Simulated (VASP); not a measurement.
# SiC (F-43m) in VASP: a series of runs, part 2 of 3

VASP 6.6.1.

### Step 3. Optical spectrum, PBE

File INCAR:

```
SYSTEM = SiC
PREC     = Accurate       ! precision mode
ENCUT    = 520            ! plane-wave cutoff, eV
EDIFF    = 1E-7           ! SCF threshold, eV
ISMEAR   = 0              ! smearing method
SIGMA    = 0.02           ! smearing width, eV
LREAL    = .False.        ! projectors in reciprocal space
LASPH    = .True.         ! aspherical terms in the spheres
NELM     = 60             ! most SCF steps
ALGO     = Normal         ! electronic algorithm
ISIF     = 2              ! what is computed and relaxed
LWAVE    = .False.        ! write WAVECAR
LCHARG   = .False.        ! write CHGCAR
GGA      = PE             ! functional
LOPTICS  = .True.         ! frequency-dependent dielectric function
NBANDS   = 28             ! bands
NEDOS    = 2000           ! points of the DOS
CSHIFT   = 0.1
```

File KPOINTS:

```
regular mesh
0
Gamma
  18 18 18
  0 0 0
```

File POSCAR:

```
SiC
1.0
    0.0000000000      2.1790000000      2.1790000000
    2.1790000000      0.0000000000      2.1790000000
    2.1790000000      2.1790000000      0.0000000000
Si C
1 1
Direct
    0.0000000000      0.0000000000      0.0000000000
    0.2500000000      0.2500000000      0.2500000000
```

Potentials or basis: VASP PAW PBE potentials, release 64 (Si, C).

The run is started by

```
$ cat potpaw_PBE.64/Si/POTCAR potpaw_PBE.64/C/POTCAR > POTCAR
$ mpirun -np 1 vasp_std > vasp.out
```

OUTCAR:

```text
SYSTEM = SiC
   PREC = Accurate
   ENCUT = 520
   EDIFF = 1E-7
   ISMEAR = 0
   LREAL = .False.
   LASPH = .True.
   NELM = 60
   ISIF = 2
   GGA = PE

 ion  position               nearest neighbor table
   1  0.000  0.000  0.000-   2 1.89   2 1.89   2 1.89   2 1.89
   2  0.250  0.250  0.250-   1 1.89   1 1.89   1 1.89   1 1.89

  LATTYP: Found a face centered cubic cell.
 ALAT       =     4.3580000000

  Lattice vectors:

 A1 = (   0.0000000000,   2.1790000000,   2.1790000000)
 A2 = (   2.1790000000,   0.0000000000,   2.1790000000)
 A3 = (   2.1790000000,   2.1790000000,   0.0000000000)

Analysis of symmetry for initial positions (statically):
=====================================================================
 Subroutine PRICEL returns:
 Original cell was already a primitive cell.

 Routine SETGRP: Setting up the symmetry group for a
 face centered cubic supercell.

 Subroutine GETGRP returns: Found 24 space group operations
 (whereof 24 operations were pure point group operations)
 out of a pool of 48 trial point group operations.

The static configuration has the point symmetry T_d .

Analysis of symmetry for dynamics (positions and initial velocities):
[... 648 lines left out ...]
      0.00000      0.00000      0.00000        -0.000000     -0.000000     -0.000000
      1.08950      1.08950      1.08950         0.000000      0.000000      0.000000
 -----------------------------------------------------------------------------------
    total drift:                                0.000000      0.000000      0.000000

  FREE ENERGIE OF THE ION-ELECTRON SYSTEM (eV)
  ---------------------------------------------------
  free  energy   TOTEN  =       -15.0578654825 eV

  energy  without entropy=      -15.0578654825  energy(sigma->0) =      -15.05786548

 electrical conductivity sigma (Mega S m-1) (frequency dependency in vasprun.xml)
  --------------------------------------------------------------------------------------
       0.000       0.000       0.000
       0.000       0.000      -0.000
       0.000      -0.000       0.000

  frequency dependent IMAGINARY DIELECTRIC FUNCTION (independent particle, no local field effects) density-density
     E(ev)      X         Y         Z        XY        YZ        ZX
  --------------------------------------------------------------------------------------------------------------
     0.00000     0.00000     0.00000     0.00000     0.00000     0.00000     0.00000
     0.90744     0.02214     0.02214     0.02214    -0.00000    -0.00000     0.00000
     1.81489     0.04997     0.04997     0.04997    -0.00000    -0.00000     0.00000
     2.72233     0.09435     0.09435     0.09435    -0.00000    -0.00000     0.00000
     3.62978     0.19213     0.19213     0.19213    -0.00000    -0.00000     0.00000
     4.53722     1.13795     1.13795     1.13795    -0.00000    -0.00000     0.00000
[... 92 lines left out ...]
    88.92954     0.00015     0.00015     0.00015    -0.00000    -0.00000     0.00000
    89.83699     0.00015     0.00015     0.00015    -0.00000    -0.00000     0.00000

  frequency dependent      REAL DIELECTRIC FUNCTION (independent particle, no local field effects) density-density
     E(ev)        X           Y           Z          XY          YZ          ZX
  --------------------------------------------------------------------------------------------------------------
     0.00000     7.19059     7.19059     7.19059    -0.00000    -0.00000     0.00000
     0.90744     7.28903     7.28903     7.28903    -0.00000    -0.00000    -0.00000
     1.81489     7.60869     7.60869     7.60869    -0.00000    -0.00000    -0.00000
     2.72233     8.24284     8.24284     8.24284     0.00000    -0.00000    -0.00000
     3.62978     9.46586     9.46586     9.46586     0.00000    -0.00000    -0.00000
     4.53722    12.60458    12.60458    12.60458     0.00000    -0.00000    -0.00000
[... 92 lines left out ...]
    88.92954     0.93599     0.93599     0.93599     0.00000     0.00000     0.00000
    89.83699     0.93735     0.93735     0.93735     0.00000     0.00000     0.00000

  frequency dependent IMAGINARY DIELECTRIC FUNCTION (independent particle, no local field effects) current-current
     E(ev)      X         Y         Z        XY        YZ        ZX
  --------------------------------------------------------------------------------------------------------------
     0.00000    27.28659    27.28659    27.28659     0.00000    -0.00000    -0.00000
     0.90744     1.40805     1.40805     1.40805     0.00000    -0.00000    -0.00000
     1.81489     0.77814     0.77814     0.77814     0.00000    -0.00000    -0.00000
     2.72233     0.62638     0.62638     0.62638     0.00000    -0.00000    -0.00000
     3.62978     0.65854     0.65854     0.65854     0.00000    -0.00000    -0.00000
     4.53722     1.64984     1.64984     1.64984     0.00000    -0.00000    -0.00000
[... 92 lines left out ...]
    88.92954     0.00001     0.00001     0.00001     0.00000     0.00000    -0.00000
    89.83699     0.00001     0.00001     0.00001     0.00000     0.00000    -0.00000

  frequency dependent      REAL DIELECTRIC FUNCTION (independent particle, no local field effects) current-current
     E(ev)        X           Y           Z          XY          YZ          ZX
  --------------------------------------------------------------------------------------------------------------
     0.00000     7.18533     7.18533     7.18533     0.00000     0.00000     0.00000
     0.90744     7.28334     7.28334     7.28334     0.00000     0.00000     0.00000
     1.81489     7.60234     7.60234     7.60234     0.00000     0.00000     0.00000
     2.72233     8.23500     8.23500     8.23500     0.00000     0.00000     0.00000
     3.62978     9.45429     9.45429     9.45429     0.00000     0.00000     0.00000
     4.53722    12.55325    12.55325    12.55325     0.00000     0.00000     0.00000
[... 92 lines left out ...]
    88.92954     0.93600     0.93600     0.93600    -0.00000    -0.00000    -0.00000
    89.83699     0.93735     0.93735     0.93735    -0.00000    -0.00000    -0.00000
```

OSZICAR:

```text
N       E                     dE             d eps       ncg     rms          rms(c)
DAV:   1     0.108877169772E+02    0.10888E+02   -0.33244E+03 11192   0.243E+02
DAV:   2    -0.163476157351E+02   -0.27235E+02   -0.26210E+02 13916   0.734E+01
DAV:   3    -0.169117644460E+02   -0.56415E+00   -0.56074E+00 13076   0.793E+00
DAV:   4    -0.169127138326E+02   -0.94939E-03   -0.94933E-03 12952   0.368E-01
DAV:   5    -0.169127153613E+02   -0.15287E-05   -0.15287E-05 12912   0.142E-02    0.881E+00
DAV:   6    -0.151210013617E+02    0.17917E+01   -0.46533E+00 12120   0.448E+00    0.341E+00
DAV:   7    -0.150646413026E+02    0.56360E-01   -0.22211E-01 13820   0.124E+00    0.199E+00
DAV:   8    -0.150578335097E+02    0.68078E-02   -0.12967E-02 12736   0.378E-01    0.225E-01
DAV:   9    -0.150577696164E+02    0.63893E-04   -0.32482E-04 12880   0.558E-02    0.102E-01
DAV:  10    -0.150578630441E+02   -0.93428E-04   -0.92629E-05 12376   0.302E-02    0.207E-02
DAV:  11    -0.150578649306E+02   -0.18864E-05   -0.18189E-06 13892   0.457E-03    0.122E-02
DAV:  12    -0.150578654910E+02   -0.56048E-06   -0.44943E-07 12484   0.229E-03    0.172E-03
DAV:  13    -0.150578654825E+02    0.85354E-08   -0.92271E-09  7860   0.344E-04
   1 F= -.15057865E+02 E0= -.15057865E+02  d E =-.350118E-11
 imaginary and real dielectric function
```

Run time: 62 s. Hardware: 1 thread of Intel Xeon Platinum 8259CL at 2.50GHz (Skylake/Cascade Lake), shared host; peak memory 0.23 GiB.

What came out:

```
Free energy            : -15.0579 eV
Pressure               : 3.2 GPa
Band gap on the k mesh : 1.36 eV, indirect (least direct gap 4.54 eV)
```

Levels at points of the mesh, in eV from the valence-band top:
| k point | band 1 | band 2 | band 3 | band 4 | band 5 | band 6 | band 7 | band 8 |
| --- | --- | --- | --- | --- | --- | --- | --- | --- |
| (0.00, 0.00, 0.00) | -15.40 | 0.00 | 0.00 | 0.00 | 6.23 | 7.31 | 7.31 | 7.31 |
| (0.50, 0.00, 0.00) | -11.84 | -8.53 | -1.05 | -1.05 | 5.43 | 7.23 | 7.23 | 10.05 |
| (0.50, 0.50, 0.00) | -10.39 | -7.79 | -3.18 | -3.18 | 1.36 | 4.32 | 14.04 | 14.04 |

Dielectric function (mean over the directions given):
| energy (eV) | real part | imaginary part |
| --- | --- | --- |
| 0.27 | 7.20 | 0.01 |
| 0.91 | 7.29 | 0.02 |
| 1.54 | 7.49 | 0.04 |
| 2.27 | 7.88 | 0.07 |
| 2.90 | 8.43 | 0.11 |
| 3.63 | 9.47 | 0.19 |
| 4.26 | 11.23 | 0.44 |
| 4.99 | 14.32 | 3.00 |
| 5.63 | 15.19 | 7.61 |
| 6.35 | 14.52 | 14.18 |
| 6.99 | 0.75 | 23.10 |
| 7.71 | -1.04 | 10.91 |
| 8.35 | -2.11 | 13.16 |
| 9.07 | -4.44 | 10.48 |
| 9.71 | -4.76 | 7.09 |
| 10.44 | -4.25 | 3.53 |
| 11.07 | -3.67 | 4.15 |
| 11.80 | -2.96 | 2.41 |
| 12.43 | -2.25 | 2.53 |
| 13.16 | -2.64 | 1.97 |
| 13.79 | -1.87 | 1.37 |
| 14.52 | -1.67 | 1.34 |
| 15.15 | -1.65 | 1.14 |
| 15.88 | -1.49 | 0.77 |
| 16.52 | -1.11 | 0.70 |
| 17.24 | -0.95 | 0.51 |
| 17.88 | -0.71 | 0.47 |
| 18.60 | -0.57 | 0.41 |
| 19.24 | -0.47 | 0.33 |
| 19.96 | -0.29 | 0.24 |

Caveat: independent-particle spectra lack excitons.

(Part 2 of 3 ends here.)
